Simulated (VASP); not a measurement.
# GaGe (F-43m) in VASP: notebook

The runs below take GaGe through single point, with r2SCAN.

Program: VASP 6.6.1. These are calculated values, not measurements. Logs are shortened: lines on timing, memory, paths and dates and some standing lists are left out, and cuts for length are marked.

## (1) The structure

The structure is cubic, space group F-43m (No. 216). Conventional cell: a = 5.796 Å, b = 5.796 Å, c = 5.796 Å, α = 90.00°, β = 90.00°, γ = 90.00°. Around Ge (site symmetry -43m) lie 4 Ga at 2.51 Å. Ga (site symmetry -43m) is surrounded by 4 Ge at 2.51 Å.

The cell comes from a database or a generator and needn't be the stable form of this composition.

## (2) Single point, r2SCAN

Input file INCAR:

```
PREC     = Accurate       # precision mode
ENCUT    = 450            # plane-wave cutoff, eV
EDIFF    = 1E-6           # SCF threshold, eV
ISMEAR   = 0              # smearing method
SIGMA    = 0.05           # smearing width, eV
LREAL    = F              # projectors in reciprocal space
LASPH    = F              # aspherical terms in the spheres
NELM     = 100            # most SCF steps
ALGO     = Normal         # electronic algorithm
ISIF     = 2              # what is computed and relaxed
LWAVE    = F              # write WAVECAR
LCHARG   = F              # write CHGCAR
METAGGA  = R2SCAN         # meta-GGA
LMIXTAU  = T            
ADDGRID  = F
```

Input file KPOINTS:

```
Automatic mesh
0
Gamma
  4 4 4
```

Input file POSCAR:

```
GaGe
1.0
    0.0000000000      2.8978440000      2.8978440000
    2.8978440000      0.0000000000      2.8978440000
    2.8978440000      2.8978440000      0.0000000000
Ge Ga
1 1
Direct
    0.0000000000      0.0000000000      0.0000000000
    0.2500000000      0.2500000000      0.2500000000
```

Potentials or basis: VASP PAW PBE potentials, release 64 (Ge, Ga).

Started as:

```sh
cat potpaw_PBE.64/Ge/POTCAR potpaw_PBE.64/Ga/POTCAR > POTCAR
mpirun -np 1 vasp_std > vasp.out
```

OUTCAR:

```text
PREC = Accurate
   ENCUT = 450
   EDIFF = 1E-6
   ISMEAR = 0
   LREAL = F
   LASPH = F
   NELM = 100
   ISIF = 2
   METAGGA = R2SCAN
     LASPH = .TRUE.)

 Found      8 irreducible k-points:

 Following reciprocal coordinates:
            Coordinates               Weight
  0.000000  0.000000  0.000000      1.000000
  0.250000  0.000000  0.000000      8.000000
  0.500000  0.000000  0.000000      4.000000
  0.250000  0.250000  0.000000      6.000000
  0.500000  0.250000  0.000000     24.000000
 -0.250000  0.250000  0.000000     12.000000
   k-points           NKPTS =      8   k-points in BZ     NKDIM =      8   number of bands    NBANDS=      7
   number of dos      NEDOS =    301   number of ions     NIONS =      2
   total plane-waves  NPLWV =  21952
   dimension x,y,z NGX =    28 NGY =   28 NGZ =   28
   dimension x,y,z NGXF=    56 NGYF=   56 NGZF=   56
   ions per type =               1   1
   NGX,Y,Z   is equivalent  to a cutoff of  11.36, 11.36, 11.36 a.u.
   NGXF,Y,Z  is equivalent  to a cutoff of  22.72, 22.72, 22.72 a.u.
 SYSTEM =  unknown system
   PREC   = accura    normal or accurate (medium, high low for compatibility)
   ISTART =      0    job   : 0-new  1-cont  2-samecut
   ICHARG =      2    charge: 1-file 2-atom 10-const
   ISPIN  =      1    spin polarized calculation?
   LNONCOLLINEAR =      F non collinear calculations
   LSORBIT =      F    spin-orbit coupling
   LASPH  =      F    aspherical Exc in radial PAW
   ENCUT  =  450.0 eV  33.07 Ry    5.75 a.u.   7.09  7.09  7.09*2*pi/ulx,y,z
   NELM   =    100;   NELMIN=  2; NELMDL= -5     # of ELM steps
   EDIFF  = 0.1E-05   stopping-criterion for ELM
   LREAL  =      F    real-space projection
   EDIFFG = 0.1E-04   stopping-criterion for IOM
   NSW    =      0    number of steps for IOM
   IBRION =     -1    ionic relax: 0-MD 1-quasi-New 2-CG
   NFREE  =      0    steps in history (QN), initial steepest desc. (CG)
   ISIF   =      2    stress and relaxation
   ISYM   =      2    0-nonsym 1-usesym 2-fastsym
   POTIM  = 0.5000    time-step for ionic-motion
   TEBEG  =    0.0;   TEEND  =   0.0 temperature during run
   PSTRESS=    0.0 pullay stress
   NELECT =       7.0000    total number of electrons
   NUPDOWN=      -1.0000    fix difference up-down
   EMIN   =  10.00;   EMAX   =-10.00  energy-range for DOS
   EFERMI =   0.00;   METHOD = LEGACY
   ISMEAR =     0;   SIGMA  =   0.05  broadening in eV -4-tet -1-fermi 0-gaus
   EFERMI_NEDOS =   21; number of points for ismear=-14 and -15
   IALGO  =     38    algorithm
   IMIX   =      4    mixing-type and parameters
     AMIX     =   0.40;   BMIX     =  1.00
     AMIX_MAG =   1.60;   BMIX_MAG =  1.00
  volume/ion in A,a.u.               =      24.33       164.22
  Fermi-wavevector in a.u.,A,eV,Ry     =   0.857740  1.620894 10.010058  0.735719
  Thomas-Fermi vector in A             =   1.974840
   LORBIT       =      0    0 simple, 1 ext, 2 COOP (PROOUT), +10 PAW based schemes
   METAGGA = R2SCAN    functional components
   LHFCALC =     F    Hartree Fock is set to
   AEXX    =    0.0000 exact exchange contribution
   IVDW    =     0    specifies the selected vdW correction
   LEPSILON=     F    determine dielectric tensor
   LRPA    =     F    only Hartree local field effects (RPA)
 non-spin polarized calculation
 Gauss-broadening in eV      SIGMA  =   0.05
  energy-cutoff  :      450.00
  volume of cell :       48.67
 maximum number of plane-waves:      1067
   NGX = 15   NGY = 15   NGZ = 15

 number of electron       7.0000000 magnetization

 Free energy of the ion-electron system (eV)
  ---------------------------------------------------
  ext. energy  EPLUGINS =         0.00000000
  ---------------------------------------------------
  free energy    TOTEN  =       -24.93469192 eV

  energy without entropy =      -24.92940552  energy(sigma->0) =      -24.93204872

 E-fermi :   1.4621     XC(G=0):  -9.1409

 val. band max:        1.4548549961   @ k =  -0.2500   0.2500   0.0000
 cond. band min:       1.5557091834   @ k =   0.5000   0.0000   0.0000
 fundamental gap:      0.1008541873
 Fermi energy:         1.4620511541

 k-point     1 :       0.0000    0.0000    0.0000
  band No.  band energies     occupation
      1      -9.7902      2.00000
      2       2.9278      0.00000
      3       2.9278      0.00000
      4       2.9278      0.00000
      5       3.7853      0.00000
      6       5.8071      0.00000
      7       5.8071      0.00000

 k-point     2 :       0.2500    0.0000    0.0000
  band No.  band energies     occupation
      1      -9.0621      2.00000
      2      -1.5162      2.00000
      3       2.0775      0.00000
      4       2.0775      0.00000
      5       4.1041      0.00000
      6       6.8238      0.00000
      7       6.8238      0.00000

 k-point     3 :       0.5000    0.0000    0.0000
  band No.  band energies     occupation
      1      -7.7855      2.00000
      2      -4.3610      2.00000
      3       1.5557      0.00807
      4       1.5557      0.00807
      5       3.6267      0.00000
      6       6.8490      0.00000
      7       6.8490      0.00000

 k-point     4 :       0.2500    0.2500    0.0000
  band No.  band energies     occupation
      1      -8.8021      2.00000
      2      -1.3806      2.00000
      3       0.9103      2.00000
      4       0.9103      2.00000
      5       4.1836      0.00000
      6       5.9255      0.00000
      7       9.0731      0.00000

 k-point     5 :       0.5000    0.2500    0.0000
  band No.  band energies     occupation
      1      -7.4211      2.00000
      2      -3.9869      2.00000
      3      -0.7634      2.00000
      4       0.5404      2.00000
      5       4.5626      0.00000
      6       7.3643      0.00000
      7       8.6234      0.00000

 k-point     6 :      -0.2500    0.2500    0.0000
  band No.  band energies     occupation
      1      -7.9695      2.00000
      2      -3.1938      2.00000
      3      -0.9229      2.00000
      4       1.4549      1.16129
      5       5.2212      0.00000
      6       7.9730      0.00000
      7       8.2525      0.00000

 [... further k-points ...]

------------------------ aborting loop because EDIFF is reached ----------------------------------------

  FORCE on cell =-STRESS in cart. coord.  units (eV):
  Direction    XX          YY          ZZ          XY          YZ          ZX
  --------------------------------------------------------------------------------------
  -------------------------------------------------------------------------------------
  Total       -0.7992733     -0.7992733     -0.7992733     -0.0000000      0.0000000     -0.0000000
  in kB      -26.3118192    -26.3118192    -26.3118192     -0.0000000      0.0000000     -0.0000000
  external PRESSURE =     -26.3118192 kB  Pullay stress =       0.0000000 kB

 VOLUME and BASIS-vectors are now :
 -----------------------------------------------------------------------------
  energy-cutoff  :      450.00
  volume of cell :       48.67
      direct lattice vectors                 reciprocal lattice vectors
     0.000000000  2.897844000  2.897844000    -0.172542069  0.172542069  0.172542069
     2.897844000  0.000000000  2.897844000     0.172542069 -0.172542069  0.172542069
     2.897844000  2.897844000  0.000000000     0.172542069  0.172542069 -0.172542069

 POSITION                                       TOTAL-FORCE (eV/Angst)
 -----------------------------------------------------------------------------------
      0.00000      0.00000      0.00000        -0.000000      0.000000      0.000000
      1.44892      1.44892      1.44892         0.000000     -0.000000     -0.000000
 -----------------------------------------------------------------------------------
    total drift:                                0.000000      0.000000      0.000000

  FREE ENERGIE OF THE ION-ELECTRON SYSTEM (eV)
  ---------------------------------------------------
  free  energy   TOTEN  =       -24.9346919152 eV

  energy  without entropy=      -24.9294055180  energy(sigma->0) =      -24.93204872
```

Run time: 20 s. Hardware: 1 thread of AMD EPYC 7R43 (Zen 3), shared host; peak memory 0.12 GiB.

These settings aren't checked as converged: the numbers below hold their error.

What came out:

| Quantity | Value |
| --- | --- |
| Free energy | -24.9347 eV |
| Pressure | -2.6 GPa |
| Band gap on the k mesh | none (metal or under the smearing width) |

Caveat: the k mesh is coarse (spacing up to 0.47 Å⁻¹), so the values aren't converged; the PAW data sets were made with another functional, which shifts forces and pressure a little.

## (3) Single point, r2SCAN

Input file INCAR:

```
PREC     = Normal         # precision mode
ENCUT    = 450            # plane-wave cutoff, eV
EDIFF    = 1E-4           # SCF threshold, eV
ISMEAR   = 0              # smearing method
SIGMA    = 0.05           # smearing width, eV
LREAL    = Auto         
LASPH    = T              # aspherical terms in the spheres
NELM     = 100            # most SCF steps
ALGO     = Normal         # electronic algorithm
ISIF     = 2              # what is computed and relaxed
LWAVE    = F              # write WAVECAR
LCHARG   = F              # write CHGCAR
METAGGA  = R2SCAN         # meta-GGA
LMIXTAU  = T            
ADDGRID  = F
```

KPOINTS is that of step 2.

POSCAR is that of step 2.

Potentials or basis: VASP PAW PBE potentials, release 64 (Ge, Ga).

Started as:

```sh
cat potpaw_PBE.64/Ge/POTCAR potpaw_PBE.64/Ga/POTCAR > POTCAR
mpirun -np 1 vasp_std > vasp.out
```

OUTCAR:

```text
PREC = Normal
   ENCUT = 450
   EDIFF = 1E-4
   ISMEAR = 0
   LREAL = Auto
   LASPH = T
   NELM = 100
   ISIF = 2
   METAGGA = R2SCAN

 Found      8 irreducible k-points:

 Following reciprocal coordinates:
            Coordinates               Weight
  0.000000  0.000000  0.000000      1.000000
  0.250000  0.000000  0.000000      8.000000
  0.500000  0.000000  0.000000      4.000000
  0.250000  0.250000  0.000000      6.000000
  0.500000  0.250000  0.000000     24.000000
 -0.250000  0.250000  0.000000     12.000000
   k-points           NKPTS =      8   k-points in BZ     NKDIM =      8   number of bands    NBANDS=      7
[... 137 lines left out ...]
  FORCE on cell =-STRESS in cart. coord.  units (eV):
  Direction    XX          YY          ZZ          XY          YZ          ZX
  --------------------------------------------------------------------------------------
  -------------------------------------------------------------------------------------
  Total       -0.8034951     -0.8034951     -0.8034951     -0.0000000     -0.0000000      0.0000000
  in kB      -26.4507994    -26.4507994    -26.4507994     -0.0000000     -0.0000000      0.0000000
  external PRESSURE =     -26.4507994 kB  Pullay stress =       0.0000000 kB

 VOLUME and BASIS-vectors are now :
 -----------------------------------------------------------------------------
  energy-cutoff  :      450.00
  volume of cell :       48.67
      direct lattice vectors                 reciprocal lattice vectors
     0.000000000  2.897844000  2.897844000    -0.172542069  0.172542069  0.172542069
     2.897844000  0.000000000  2.897844000     0.172542069 -0.172542069  0.172542069
     2.897844000  2.897844000  0.000000000     0.172542069  0.172542069 -0.172542069

 POSITION                                       TOTAL-FORCE (eV/Angst)
 -----------------------------------------------------------------------------------
      0.00000      0.00000      0.00000        -0.000000      0.000000      0.000000
      1.44892      1.44892      1.44892         0.000000     -0.000000     -0.000000
 -----------------------------------------------------------------------------------
    total drift:                               -0.000000     -0.000000     -0.000000

  FREE ENERGIE OF THE ION-ELECTRON SYSTEM (eV)
  ---------------------------------------------------
  free  energy   TOTEN  =       -24.9359349821 eV

  energy  without entropy=      -24.9306493045  energy(sigma->0) =      -24.93329214
```

Wall time 24 s (1 thread of AMD EPYC 7R43 (Zen 3), shared host); peak memory 0.1 GiB.

These settings aren't checked as converged: the numbers below hold their error.

What came out:

```
Free energy            : -24.9359 eV
Pressure               : -2.6 GPa
Band gap on the k mesh : none (metal or under the smearing width)
```

Caveat: the k mesh is coarse (spacing up to 0.47 Å⁻¹), so the values aren't converged; the PAW data sets were made with another functional, which shifts forces and pressure a little.

## (4) Single point, r2SCAN

Input file INCAR:

```
PREC     = Accurate       # precision mode
ENCUT    = 300            # plane-wave cutoff, eV
EDIFF    = 1E-6           # SCF threshold, eV
ISMEAR   = 0              # smearing method
SIGMA    = 0.05           # smearing width, eV
LREAL    = F              # projectors in reciprocal space
LASPH    = T              # aspherical terms in the spheres
NELM     = 100            # most SCF steps
ALGO     = Normal         # electronic algorithm
ISIF     = 2              # what is computed and relaxed
LWAVE    = F              # write WAVECAR
LCHARG   = F              # write CHGCAR
METAGGA  = R2SCAN         # meta-GGA
LMIXTAU  = T            
ADDGRID  = F
```

Input file KPOINTS:

```
Automatic mesh
0
Gamma
  5 5 5
```

POSCAR is that of step 3.

Started as:

```sh
cat potpaw_PBE.64/Ge/POTCAR potpaw_PBE.64/Ga/POTCAR > POTCAR
mpirun -np 1 vasp_std > vasp.out
```

Run time: 32 s. Hardware: 1 thread of AMD EPYC 7R43 (Zen 3), shared host; peak memory 0.1 GiB.

These settings aren't checked as converged: the numbers below hold their error.

What came out:

```
Free energy            : -24.9807 eV
Pressure               : -2.4 GPa
Band gap on the k mesh : none (metal or under the smearing width)
```

Caveat: the k mesh is coarse (spacing up to 0.38 Å⁻¹), so the values aren't converged; the PAW data sets were made with another functional, which shifts forces and pressure a little.

## (5) Single point, r2SCAN

INCAR: that of step 4 with these lines changed.

```diff
@@ -1,3 +1,3 @@
 PREC     = Accurate       # precision mode
-ENCUT    = 300            # plane-wave cutoff, eV
+ENCUT    = 350            # plane-wave cutoff, eV
 EDIFF    = 1E-6           # SCF threshold, eV
```

KPOINTS is that of step 4.

POSCAR is that of step 4.

Potentials or basis: VASP PAW PBE potentials, release 64 (Ge, Ga).

Started as:

```sh
cat potpaw_PBE.64/Ge/POTCAR potpaw_PBE.64/Ga/POTCAR > POTCAR
mpirun -np 1 vasp_std > vasp.out
```

OUTCAR:

```text
PREC = Accurate
   ENCUT = 350
   EDIFF = 1E-6
   ISMEAR = 0
   LREAL = F
   LASPH = T
   NELM = 100
   ISIF = 2
   METAGGA = R2SCAN

 Found     10 irreducible k-points:

 Following reciprocal coordinates:
            Coordinates               Weight
  0.000000  0.000000  0.000000      1.000000
  0.200000  0.000000  0.000000      8.000000
  0.400000  0.000000  0.000000      8.000000
  0.200000  0.200000  0.000000      6.000000
[... 136 lines left out ...]

 [... further k-points ...]

------------------------ aborting loop because EDIFF is reached ----------------------------------------

  FORCE on cell =-STRESS in cart. coord.  units (eV):
  Direction    XX          YY          ZZ          XY          YZ          ZX
  --------------------------------------------------------------------------------------
  -------------------------------------------------------------------------------------
  Total       -0.7310232     -0.7310232     -0.7310232      0.0000000      0.0000000     -0.0000000
  in kB      -24.0650497    -24.0650497    -24.0650497      0.0000000      0.0000000     -0.0000000
  external PRESSURE =     -24.0650497 kB  Pullay stress =       0.0000000 kB

 VOLUME and BASIS-vectors are now :
 -----------------------------------------------------------------------------
  energy-cutoff  :      350.00
  volume of cell :       48.67
      direct lattice vectors                 reciprocal lattice vectors
     0.000000000  2.897844000  2.897844000    -0.172542069  0.172542069  0.172542069
     2.897844000  0.000000000  2.897844000     0.172542069 -0.172542069  0.172542069
     2.897844000  2.897844000  0.000000000     0.172542069  0.172542069 -0.172542069

 POSITION                                       TOTAL-FORCE (eV/Angst)
 -----------------------------------------------------------------------------------
      0.00000      0.00000      0.00000        -0.000000     -0.000000     -0.000000
      1.44892      1.44892      1.44892         0.000000      0.000000      0.000000
 -----------------------------------------------------------------------------------
    total drift:                                0.000000      0.000000      0.000000

  FREE ENERGIE OF THE ION-ELECTRON SYSTEM (eV)
  ---------------------------------------------------
  free  energy   TOTEN  =       -24.9818671287 eV

  energy  without entropy=      -24.9787607983  energy(sigma->0) =      -24.98031396
```

It took 39 s on 1 thread of AMD EPYC 7R43 (Zen 3), shared host; peak memory 0.12 GiB.

The run converged, but some of its settings lie outside the range that counts as converged, so its numbers aren't taken as properties of the crystal.

Results:

| Property | Result |
| --- | --- |
| Free energy | -24.9819 eV |
| Pressure | -2.4 GPa |
| Band gap on the k mesh | none (metal or under the smearing width) |

Caveat: the k mesh is coarse (spacing up to 0.38 Å⁻¹), so the values aren't converged; the PAW data sets were made with another functional, which shifts forces and pressure a little.

## (6) The reference run

An earlier run on the cell as given: functional PBE; potentials or basis VASP PAW PBE potentials, release 64 (Ge_d, Ga_d); cutoff 520 eV; k mesh 8 × 8 × 8; occupations fermi-dirac, width 0.05 eV; no spin polarisation.

- Pressure: 0.3 GPa
- Band gap on the k mesh: none (metal or under the smearing width)
